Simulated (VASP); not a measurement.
# SbW2 (Fm-3m) in VASP: a series of runs, part 2 of 2

VASP 6.6.1. Earlier steps stand in the parts before.

## (5) Relaxation of cell and atoms, LDA

The input, INCAR:

```
SYSTEM = SbW2
  PREC = Accurate
  ENCUT = 600
  EDIFF = 1E-6
  ISMEAR = -1
  SIGMA = 0.05
  LREAL = .False.
  LASPH = .True.
  NELM = 100
  ALGO = Fast
  ISIF = 3
  LWAVE = .False.
  LCHARG = .False.
  GGA = CA
  IBRION = 2
  NSW = 60
  EDIFFG = -0.02
```

The input, KPOINTS:

```
regular mesh
0
Gamma
  7 7 7
  0 0 0
```

The input, POSCAR:

```
SbW2
1.0
    0.0000000000      3.1330100000      3.1330100000
    3.1330100000      0.0000000000      3.1330100000
    3.1330100000      3.1330100000      0.0000000000
Sb W
1 2
Direct
    0.5000000000      0.5000000000      0.5000000000
    0.2500000000      0.2500000000      0.2500000000
    0.7500000000      0.7500000000      0.7500000000
```

Potentials or basis: VASP PAW LDA potentials, release 64 (Sb, W_sv).

The run is started by

```bash
cat potpaw_LDA.64/Sb/POTCAR potpaw_LDA.64/W_sv/POTCAR > POTCAR
mpirun -np 1 vasp_std > vasp.out
```

OUTCAR:

```text
SYSTEM = SbW2
   PREC = Accurate
   ENCUT = 600
   EDIFF = 1E-6
   ISMEAR = -1
   LREAL = .False.
   LASPH = .True.
   NELM = 100
   ISIF = 3
   GGA = CA
   IBRION = 2
   NSW = 60
   EDIFFG = -0.02

 ion  position               nearest neighbor table
   1  0.500  0.500  0.500-   2 2.71   2 2.71   2 2.71   3 2.71   3 2.71   3 2.71   3 2.71   2 2.71

   2  0.250  0.250  0.250-   1 2.71   1 2.71   1 2.71   1 2.71   3 3.13   3 3.13   3 3.13   3 3.13
                             3 3.13   3 3.13
   3  0.750  0.750  0.750-   1 2.71   1 2.71   1 2.71   1 2.71   2 3.13   2 3.13   2 3.13   2 3.13
                             2 3.13   2 3.13

  LATTYP: Found a face centered cubic cell.
 ALAT       =     6.2660200000

  Lattice vectors:

 A1 = (   0.0000000000,   3.1330100000,   3.1330100000)
 A2 = (   3.1330100000,   0.0000000000,   3.1330100000)
 A3 = (   3.1330100000,   3.1330100000,   0.0000000000)

Analysis of symmetry for initial positions (statically):
=====================================================================
 Subroutine PRICEL returns:
 Original cell was already a primitive cell.

 Routine SETGRP: Setting up the symmetry group for a
 face centered cubic supercell.

 Subroutine GETGRP returns: Found 48 space group operations
 (whereof 48 operations were pure point group operations)
 out of a pool of 48 trial point group operations.
[... 168 lines left out ...]
  --------------------------------------------------------------------------------------
  -------------------------------------------------------------------------------------
  Total       -3.0868140     -3.0868140     -3.0868140      0.0000000     -0.0000000      0.0000000
  in kB      -80.4091943    -80.4091943    -80.4091943      0.0000000     -0.0000000      0.0000000
  external PRESSURE =     -80.4091943 kB  Pullay stress =       0.0000000 kB
[... 24 lines left out ...]
--------------------------------------- Ionic step        2  -------------------------------------------

 number of electron      32.9999997 magnetization

 E-fermi :  11.2565     XC(G=0): -12.7039

 val. band max:       11.2203496015   @ k =  -0.4286   0.1429   0.0000
 cond. band min:      11.2571089776   @ k =   0.2857   0.2857   0.0000
 fundamental gap:      0.0367593761
 Fermi energy:        11.2565018616

 k-point     1 :       0.0000    0.0000    0.0000
  band No.  band energies     occupation
      1     -62.1065      2.00000
      2     -62.0408      2.00000
      3     -26.8073      2.00000
      4     -26.8073      2.00000
      5     -26.8073      2.00000
      6     -26.4875      2.00000
[... 559 lines left out ...]
--------------------------------------- Ionic step        5  -------------------------------------------

 number of electron      32.9999997 magnetization

 Free energy of the ion-electron system (eV)
  ---------------------------------------------------
  ext. energy  EPLUGINS =         0.00000000
  ---------------------------------------------------
  free energy    TOTEN  =       -28.64305695 eV

  energy without entropy =      -28.60941681  energy(sigma->0) =      -28.62623688

 E-fermi :   9.7740     XC(G=0): -12.1561

 val. band max:        9.7475570185   @ k =  -0.4286   0.1429   0.0000
 cond. band min:       9.7750377822   @ k =   0.2857   0.2857   0.0000
 fundamental gap:      0.0274807637
 Fermi energy:         9.7740027067

 k-point     1 :       0.0000    0.0000    0.0000
  band No.  band energies     occupation
      1     -63.7665      2.00000
      2     -63.7275      2.00000
      3     -28.3540      2.00000
      4     -28.3540      2.00000
      5     -28.3540      2.00000
      6     -28.1309      2.00000
[... 479 lines left out ...]
  FREE ENERGIE OF THE ION-ELECTRON SYSTEM (eV)
  ---------------------------------------------------
  free  energy   TOTEN  =       -28.6430569517 eV

  energy  without entropy=      -28.6094168141  energy(sigma->0) =      -28.62623688

 reached required accuracy - stopping structural energy minimisation
```

CONTCAR:

```text
SbW2
   1.00000000000000
     0.0000000000000000    3.0855614070292963    3.0855614070292963
     3.0855614070292963   -0.0000000000000000    3.0855614070292963
     3.0855614070292963    3.0855614070292963    0.0000000000000000
  Sb              W
     1     2
Direct
     0.5000000000000000    0.5000000000000000    0.5000000000000000
     0.2500000000000000    0.2500000000000000    0.2500000000000000
     0.7500000000000000    0.7500000000000000    0.7500000000000000

  0.00000000E+00  0.00000000E+00  0.00000000E+00
  0.00000000E+00  0.00000000E+00  0.00000000E+00
  0.00000000E+00  0.00000000E+00  0.00000000E+00
```

It took 56 s on 1 thread of Intel Xeon 6975P-C (Granite Rapids), shared host; peak memory 0.2 GiB.

Results:

```yaml
Free_energy: -28.6431 eV
Relaxed_volume: 19.58 Å³/atom
Relaxed_cell: a = 4.364 Å, b = 4.364 Å, c = 4.364 Å, α = 60.00°, β = 60.00°, γ = 60.00°
Space_group_after_relaxing_to_0.05_Å: Fm-3m (No. 225)
Energy_gained_by_relaxing: 23.9 meV/atom
Ionic_steps: 5
Pressure_after_relaxing: 0.0 GPa
```

Step by step:
```
step  energy change (eV)  largest force (eV/Å)  pressure (GPa)  volume (Å³)
   1              0.0000                0.0000           -8.04        61.51
   2              0.3721                0.0000           26.28        52.79
   3             -0.0717                0.0000           -0.62        58.86
   4             -0.0717                0.0000            0.25        58.70
   5             -0.0718                0.0000           -0.03        58.75
```

Final structure:
```cif
data_structure
_symmetry_space_group_name_H-M 'P 1'
_symmetry_Int_Tables_number 1
_cell_length_a 4.3636
_cell_length_b 4.3636
_cell_length_c 4.3636
_cell_angle_alpha 60.000
_cell_angle_beta 60.000
_cell_angle_gamma 60.000
_cell_volume 58.75
loop_
_atom_site_label
_atom_site_type_symbol
_atom_site_fract_x
_atom_site_fract_y
_atom_site_fract_z
_atom_site_occupancy
Sb1 Sb 0.50000 0.50000 0.50000 1
W1 W 0.25000 0.25000 0.25000 1
W2 W 0.75000 0.75000 0.75000 1
```

Levels at points of the mesh, in eV from the Fermi level:
| k point | band 13 | band 14 | band 15 | band 16 | band 17 | band 18 | band 19 | band 20 |
| --- | --- | --- | --- | --- | --- | --- | --- | --- |
| (0.00, 0.00, 0.00) | -3.17 | -3.17 | 1.01 | 1.77 | 1.77 | 1.77 | 3.78 | 3.78 |

Caveat: the bands computed are all filled at some k points, so no gap is given. The run has no spin-orbit coupling, so splittings on Sb, W are missing.

## (6) Summary

```csv
task,level,potentials or basis,cell,cutoff (eV),smearing,pressure (GPa),relaxed volume (Å³/atom)
relaxation of cell and atoms,PBE,"VASP PAW PBE potentials, release 64 (Sb, W_sv)",relaxed,600,methfessel-paxton 0.1 eV,0.0,20.52
relaxation of the atoms,PBEsol,"VASP PAW PBE potentials, release 64 (Sb, W_sv)",atoms relaxed,520,methfessel-paxton 0.1 eV,-5.3,-
single point,PBE,"VASP PAW PBE potentials, release 64 (Sb, W_sv)",as given,520,tetrahedron,0.2,-
relaxation of cell and atoms,LDA,"VASP PAW LDA potentials, release 64 (Sb, W_sv)",relaxed,600,fermi-dirac 0.05 eV,0.0,19.58
```

Alike in all rows: no spin polarisation; k mesh 7 × 7 × 7.

Caveats: the bands computed are all filled at some k points, so no gap is given; the relaxation stopped at its first step, so nothing moved (some runs); the PAW data sets were made with another functional, which shifts forces and pressure a little (some runs).

Absolute energies hang on the potentials; compare differences alone.
